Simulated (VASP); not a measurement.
Input:

```yaml
crystal:
  lattice:
    - [0.00000, 2.04032, 2.04032]
    - [2.04032, 0.00000, 2.04032]
    - [2.04032, 2.04032, 0.00000]
  atoms:
    - { symbol: Ag, position: [0.00000, 0.00000, 0.00000] }
```

Computed with SCAN meta-GGA, VASP's PBE PAW potentials (set 64) (plane waves; VASP). Numerical set-up: 520 eV cut-off, 17×17×17 Γ-centred mesh, tetrahedra with Blöchl corrections, potentials Ag.

Question: Estimate the energy per atom (σ→0), band gap (over mesh and band path) with the smallest direct gap where there is one.

Answer: 
```json
{
  "band gap (over mesh and band path)": "none (metal, semimetal or under 0.01 eV)",
  "energy per atom (σ→0)": "-31.376 eV/atom"
}
```

Total energies compare only between runs with the same potentials, cut-off and functional.

The compound is Ag in the fcc structure. It was relaxed first.
